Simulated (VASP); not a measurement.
# Quasiparticle energies of AlN in VASP, part 5 of 8

Aim: the quasiparticle gap of AlN, and what it costs to get it. The cell is of the wurtzite type, one of the forms listed for this formula. The start is a cell from a database of measured crystal structures.

VASP 6.6.1, plane waves and PAW; the level of theory is named at each step.

So far, quasiparticle gap on the mesh (eV): step 5 (evGW0) 6.14. Also gap on the k-mesh (eV): step 4 (empty bands, functional LDA) 4.21.

The database entry behind the starting cell differs from later determinations by our own check (inner coordinate u about 0.002 short), so it need not match the best structure at ambient conditions.

### Step 6. evGW

This step: evGW on LDA; plane waves and PAW (Al_GW, N_GW) (VASP 6.6.1).

The levels are updated in both G and W; wider gaps weaken the screening and open the gap further.

File INCAR:

```
SYSTEM = AlN
PREC = Accurate
ENCUT = 450
ISMEAR = 0
SIGMA = 0.01
LREAL = .FALSE.
GGA = CA
NBANDS = 232
ALGO = EVGW
NELMGW = 4
ENCUTGW = 180
NOMEGA = 48
PRECFOCK = Fast
NBANDSGW = 16
LWAVE = .FALSE.
LCHARG = .FALSE.
```

File POSCAR:

```
AlN
1.0
    3.1130000000      0.0000000000      0.0000000000
   -1.5565000000      2.6959370820      0.0000000000
    0.0000000000      0.0000000000      4.9810000000
Al N
2 2
Direct
    0.6666666667      0.3333333333      0.4990517037
    0.3333333333      0.6666666667      0.9990517037
    0.6666666667      0.3333333333      0.8809482963
    0.3333333333      0.6666666667      0.3809482963
```

File KPOINTS:

```
Automatic mesh
0
Gamma
6 6 4
0 0 0
```

The projector-augmented-wave data sets are Al_GW and N_GW (LDA family, release 64).

Command:

```
$ mpirun -np 4 vasp_std
```

What it wrote:

```text
[banner, memory and clock lines left out]
running    4 mpi-ranks, on    1 nodes
 distrk:  each k-point on    4 cores,    1 groups
 distr:  one band on    1 cores,    4 groups

 POSCAR found type information on POSCAR AlN
 POSCAR found :  2 types and       4 ions
 [... a notice as in an earlier step ...]

 LDA part: xc-table for (Slater(with rela. corr.)+CA(PZ))
 , standard interpolation
 found WAVECAR, reading the header
 POSCAR, INCAR and KPOINTS ok, starting setup
 FFT: planning ... GRIDC
 FFT: planning ... GRID_SOFT
 FFT: planning ... GRID
 reading WAVECAR
 the WAVECAR file was read successfully
 initial charge from wavefunction
 available memory per node:     68.82 GB, setting MAXMEM to     70474

 The Fermi energy was updated, please check that it is located mid-gap
 values below the HOMO (VB) or above the LUMO (CB) will cause erroneous energies
 E-fermi :   7.1275

 calculate exact exchange contribution
 the WAVEDER file was read successfully
energies w=
    0.000    0.000    0.795    0.000    1.587    0.000    2.373    0.000
    3.149    0.000    3.915    0.000    4.668    0.000    5.407    0.000
    6.133    0.000    6.846    0.000    7.545    0.000    8.234    0.000
    8.912    0.000    9.582    0.000   10.247    0.000   10.907    0.000
   11.567    0.000   12.227    0.000   12.892    0.000   13.565    0.000
   14.248    0.000   14.946    0.000   15.662    0.000   16.402    0.000
   17.169    0.000   17.971    0.000   18.814    0.000   19.705    0.000
   20.655    0.000   21.675    0.000   22.778    0.000   23.981    0.000
   25.304    0.000   26.773    0.000   28.423    0.000   30.296    0.000
   32.447    0.000   34.955    0.000   37.924    0.000   41.503    0.000
   45.910    0.000   51.476    0.000   58.732    0.000   68.581    0.000
   82.695    0.000  104.560    0.000  142.844    0.000  226.733    0.000
 responsefunction array rank=     248
 LDA part: xc-table for (Slater(with rela. corr.)+CA(PZ))
 , standard interpolation

 min. memory requirement per mpi rank    346.8 MB, per node   1387.4 MB

 allocating  12 responsefunctions rank=   248
 shmem allocating  48 responsefunctions rank=   248
 response function shared by NCSHMEM nodes    1
 Doing           12  frequencies on each core in blocks of           48
NQ=   1    0.0000    0.0000    0.0000,
|.........|.........|.........|.........|.........|.........|.........|.........
 performed        672000 updates of chi_q(r,r)
 total number of BLAS operations        322.69 Gflops
NQ=   2    0.1667    0.0000    0.0000,
|.........|.........|.........|.........|.........|.........|.........|.........
 performed       1856000 updates of chi_q(r,r)
 total number of BLAS operations        850.36 Gflops
NQ=   3    0.3333    0.0000    0.0000,
|.........|.........|.........|.........|.........|.........|.........|.........
 performed       3040000 updates of chi_q(r,r)
 total number of BLAS operations       1351.54 Gflops
NQ=   4    0.5000    0.0000    0.0000,
|.........|.........|.........|.........|.........|.........|.........|.........
 performed       3956000 updates of chi_q(r,r)
 total number of BLAS operations       1713.08 Gflops
NQ=   5    0.1667    0.1667    0.0000,
|.........|.........|.........|.........|.........|.........|.........|.........
 performed       5184000 updates of chi_q(r,r)
 total number of BLAS operations       2210.75 Gflops
NQ=   6    0.3333    0.1667    0.0000,
|.........|.........|.........|.........|.........|.........|.........|.........
 performed       6590000 updates of chi_q(r,r)
 total number of BLAS operations       2811.37 Gflops
NQ=   7    0.3333    0.3333    0.0000,
|.........|.........|.........|.........|.........|.........|.........|.........
 performed       7388000 updates of chi_q(r,r)
 total number of BLAS operations       3126.08 Gflops
NQ=   8    0.0000    0.0000    0.2500,
|.........|.........|.........|.........|.........|.........|.........|.........
 performed       8111000 updates of chi_q(r,r)
 total number of BLAS operations       3440.51 Gflops
NQ=   9    0.1667    0.0000    0.2500,
|.........|.........|.........|.........|.........|.........|.........|.........
 performed       9428000 updates of chi_q(r,r)
 total number of BLAS operations       4027.72 Gflops
NQ=  10    0.3333    0.0000    0.2500,
|.........|.........|.........|.........|.........|.........|.........|.........
 performed      10745000 updates of chi_q(r,r)
 total number of BLAS operations       4580.61 Gflops
NQ=  11    0.5000    0.0000    0.2500,
|.........|.........|.........|.........|.........|.........|.........|.........
 performed      11795000 updates of chi_q(r,r)
 total number of BLAS operations       5025.23 Gflops
NQ=  12    0.1667    0.1667    0.2500,
|.........|.........|.........|.........|.........|.........|.........|.........
 performed      13201000 updates of chi_q(r,r)
 total number of BLAS operations       5636.30 Gflops
NQ=  13    0.3333    0.1667    0.2500,
|.........|.........|.........|.........|.........|.........|.........|.........
 performed      14786000 updates of chi_q(r,r)
 total number of BLAS operations       6289.75 Gflops
NQ=  14    0.3333    0.3333    0.2500,
|.........|.........|.........|.........|.........|.........|.........|.........
 performed      15658000 updates of chi_q(r,r)
 total number of BLAS operations       6652.57 Gflops
NQ=  15    0.0000    0.0000    0.5000,
|.........|.........|.........|.........|.........|.........|.........|.........
 performed      16330000 updates of chi_q(r,r)
 total number of BLAS operations       6898.77 Gflops
NQ=  16    0.1667    0.0000    0.5000,
|.........|.........|.........|.........|.........|.........|.........|.........
 performed      17514000 updates of chi_q(r,r)
 total number of BLAS operations       7435.42 Gflops
NQ=  17    0.3333    0.0000    0.5000,
|.........|.........|.........|.........|.........|.........|.........|.........
 performed      18698000 updates of chi_q(r,r)
 total number of BLAS operations       7910.79 Gflops
NQ=  18    0.5000    0.0000    0.5000,
|.........|.........|.........|.........|.........|.........|.........|.........
 performed      19614000 updates of chi_q(r,r)
 total number of BLAS operations       8292.14 Gflops
NQ=  19    0.1667    0.1667    0.5000,
|.........|.........|.........|.........|.........|.........|.........|.........
 performed      20842000 updates of chi_q(r,r)
 total number of BLAS operations       8821.25 Gflops
NQ=  20    0.3333    0.1667    0.5000,
|.........|.........|.........|.........|.........|.........|.........|.........
 performed      22248000 updates of chi_q(r,r)
 total number of BLAS operations       9406.38 Gflops
[...]
|.........|.........|.........|.........|.........|.........|.........|.........
 performed       8111000 updates of chi_q(r,r)
 total number of BLAS operations       3440.51 Gflops
NQ=   9    0.1667    0.0000    0.2500,
|.........|.........|.........|.........|.........|.........|.........|.........
 performed       9428000 updates of chi_q(r,r)
 total number of BLAS operations       4027.72 Gflops
NQ=  10    0.3333    0.0000    0.2500,
|.........|.........|.........|.........|.........|.........|.........|.........
 performed      10745000 updates of chi_q(r,r)
 total number of BLAS operations       4580.61 Gflops
NQ=  11    0.5000    0.0000    0.2500,
|.........|.........|.........|.........|.........|.........|.........|.........
 performed      11795000 updates of chi_q(r,r)
 total number of BLAS operations       5025.23 Gflops
NQ=  12    0.1667    0.1667    0.2500,
|.........|.........|.........|.........|.........|.........|.........|.........
 performed      13201000 updates of chi_q(r,r)
 total number of BLAS operations       5636.30 Gflops
NQ=  13    0.3333    0.1667    0.2500,
|.........|.........|.........|.........|.........|.........|.........|.........
 performed      14786000 updates of chi_q(r,r)
 total number of BLAS operations       6289.75 Gflops
NQ=  14    0.3333    0.3333    0.2500,
|.........|.........|.........|.........|.........|.........|.........|.........
 performed      15658000 updates of chi_q(r,r)
 total number of BLAS operations       6652.57 Gflops
NQ=  15    0.0000    0.0000    0.5000,
|.........|.........|.........|.........|.........|.........|.........|.........
 performed      16330000 updates of chi_q(r,r)
 total number of BLAS operations       6898.77 Gflops
NQ=  16    0.1667    0.0000    0.5000,
|.........|.........|.........|.........|.........|.........|.........|.........
 performed      17514000 updates of chi_q(r,r)
 total number of BLAS operations       7435.42 Gflops
NQ=  17    0.3333    0.0000    0.5000,
|.........|.........|.........|.........|.........|.........|.........|.........
 performed      18698000 updates of chi_q(r,r)
 total number of BLAS operations       7910.79 Gflops
NQ=  18    0.5000    0.0000    0.5000,
|.........|.........|.........|.........|.........|.........|.........|.........
 performed      19614000 updates of chi_q(r,r)
 total number of BLAS operations       8292.14 Gflops
NQ=  19    0.1667    0.1667    0.5000,
|.........|.........|.........|.........|.........|.........|.........|.........
 performed      20842000 updates of chi_q(r,r)
 total number of BLAS operations       8821.25 Gflops
NQ=  20    0.3333    0.1667    0.5000,
|.........|.........|.........|.........|.........|.........|.........|.........
 performed      22248000 updates of chi_q(r,r)
 total number of BLAS operations       9406.38 Gflops
NQ=  21    0.3333    0.3333    0.5000,
|.........|.........|.........|.........|.........|.........|.........|.........
 performed      23046000 updates of chi_q(r,r)
 total number of BLAS operations       9738.33 Gflops
 resolving degeneracies of screened two electron integrals

 calculate QP shifts <psi_nk| G(iteration)W_0 |psi_nk>: iteration 3
 allocating  12 responsefunctions rank=   248
 shmem allocating  48 responsefunctions rank=   248
 response function shared by NCSHMEM nodes    1
 Doing           12  frequencies on each core in blocks of           48
NQ=   1    0.0000    0.0000    0.0000,
|.........|.........|.........|.........|.........|.........|.........|.........
 performed        672000 updates of chi_q(r,r)
 total number of BLAS operations        322.69 Gflops
NQ=   2    0.1667    0.0000    0.0000,
|.........|.........|.........|.........|.........|.........|.........|.........
 performed       1856000 updates of chi_q(r,r)
 total number of BLAS operations        850.36 Gflops
NQ=   3    0.3333    0.0000    0.0000,
|.........|.........|.........|.........|.........|.........|.........|.........
 performed       3040000 updates of chi_q(r,r)
 total number of BLAS operations       1351.54 Gflops
NQ=   4    0.5000    0.0000    0.0000,
|.........|.........|.........|.........|.........|.........|.........|.........
 performed       3956000 updates of chi_q(r,r)
 total number of BLAS operations       1713.08 Gflops
NQ=   5    0.1667    0.1667    0.0000,
|.........|.........|.........|.........|.........|.........|.........|.........
 performed       5184000 updates of chi_q(r,r)
 total number of BLAS operations       2210.75 Gflops
NQ=   6    0.3333    0.1667    0.0000,
|.........|.........|.........|.........|.........|.........|.........|.........
 performed       6590000 updates of chi_q(r,r)
 total number of BLAS operations       2811.37 Gflops
NQ=   7    0.3333    0.3333    0.0000,
|.........|.........|.........|.........|.........|.........|.........|.........
 performed       7388000 updates of chi_q(r,r)
 total number of BLAS operations       3126.08 Gflops
NQ=   8    0.0000    0.0000    0.2500,
|.........|.........|.........|.........|.........|.........|.........|.........
 performed       8111000 updates of chi_q(r,r)
 total number of BLAS operations       3440.51 Gflops
NQ=   9    0.1667    0.0000    0.2500,
|.........|.........|.........|.........|.........|.........|.........|.........
 performed       9428000 updates of chi_q(r,r)
 total number of BLAS operations       4027.72 Gflops
NQ=  10    0.3333    0.0000    0.2500,
|.........|.........|.........|.........|.........|.........|.........|.........
 performed      10745000 updates of chi_q(r,r)
 total number of BLAS operations       4580.61 Gflops
NQ=  11    0.5000    0.0000    0.2500,
|.........|.........|.........|.........|.........|.........|.........|.........
 performed      11795000 updates of chi_q(r,r)
 total number of BLAS operations       5025.23 Gflops
NQ=  12    0.1667    0.1667    0.2500,
|.........|.........|.........|.........|.........|.........|.........|.........
 performed      13201000 updates of chi_q(r,r)
 total number of BLAS operations       5636.30 Gflops
NQ=  13    0.3333    0.1667    0.2500,
|.........|.........|.........|.........|.........|.........|.........|.........
 performed      14786000 updates of chi_q(r,r)
 total number of BLAS operations       6289.75 Gflops
NQ=  14    0.3333    0.3333    0.2500,
|.........|.........|.........|.........|.........|.........|.........|.........
 performed      15658000 updates of chi_q(r,r)
 total number of BLAS operations       6652.57 Gflops
NQ=  15    0.0000    0.0000    0.5000,
|.........|.........|.........|.........|.........|.........|.........|.........
 performed      16330000 updates of chi_q(r,r)
 total number of BLAS operations       6898.77 Gflops
NQ=  16    0.1667    0.0000    0.5000,
|.........|.........|.........|.........|.........|.........|.........|.........
 performed      17514000 updates of chi_q(r,r)
 total number of BLAS operations       7435.42 Gflops
NQ=  17    0.3333    0.0000    0.5000,
|.........|.........|.........|.........|.........|.........|.........|.........
 performed      18698000 updates of chi_q(r,r)
 total number of BLAS operations       7910.79 Gflops
NQ=  18    0.5000    0.0000    0.5000,
|.........|.........|.........|.........|.........|.........|.........|.........
 performed      19614000 updates of chi_q(r,r)
 total number of BLAS operations       8292.14 Gflops
NQ=  19    0.1667    0.1667    0.5000,
|.........|.........|.........|.........|.........|.........|.........|.........
 performed      20842000 updates of chi_q(r,r)
 total number of BLAS operations       8821.25 Gflops
NQ=  20    0.3333    0.1667    0.5000,
|.........|.........|.........|.........|.........|.........|.........|.........
 performed      22248000 updates of chi_q(r,r)
 total number of BLAS operations       9406.38 Gflops
NQ=  21    0.3333    0.3333    0.5000,
|.........|.........|.........|.........|.........|.........|.........|.........
 performed      23046000 updates of chi_q(r,r)
 total number of BLAS operations       9738.33 Gflops
 resolving degeneracies of screened two electron integrals

 calculate QP shifts <psi_nk| G(iteration)W_0 |psi_nk>: iteration 4
 entering main loop
```

Elapsed: 19 min, on 4 MPI ranks of Intel Xeon Platinum 8488C (Sapphire Rapids), shared host; peak memory 1.6 GiB.

[end of part 5 of 8]

[Lines on the potential files, build, host, timing and source positions are cut from VASP's logs without a mark.]

[Logs are printed without paths, hosts, clocks, repeated set-up lines and the standing remarks that a program may print on its own settings, such as how far it seeks lower states.]

[Hosts, paths, dates, database ids (printed as entryN), source tags and the programs' standing remarks are cut or masked in the printed files.]

[Pressures printed for these runs are not shown converged in the cutoff: they can be off by several GPa and have the wrong sign.]
